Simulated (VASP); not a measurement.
```xyz
6
Lattice="4.5429 0.0000 0.0000 0.0000 4.5429 0.0000 0.0000 0.0000 3.1868" Properties=species:S:1:pos:R:3 pbc="T T T"
Ir     0.0000     0.0000     0.0000
Ir     2.2714     2.2714     1.5934
O      1.4006     1.4006     0.0000
O      3.6720     0.8709     1.5934
O      0.8709     3.6720     1.5934
O      3.1423     3.1423     0.0000
```

Computed with PBE GGA, VASP's PBE PAW potentials (set 64) (plane waves; VASP 6.6.1). Settings: 530 eV cut-off, 6×6×9 Γ-centred mesh, first-order Methfessel-Paxton smearing of 0.10 eV, potentials Ir O.

Unless said otherwise, spin-orbit coupling is left out, though it shifts the bands of the heavy elements here.

**Question.** Predict the energy per atom (σ→0), band gap (on the k-mesh) with the smallest direct gap where there is one.

**Answer.** 
```yaml
band gap (on the k-mesh): none (metal, semimetal or under 0.01 eV)
energy per atom (σ→0): -7.045 eV/atom
```

Total energies compare only between runs with the same potentials, cut-off and functional.

The compound is IrO2 in the rutile structure. It was relaxed first. The start is the result of an earlier pass.
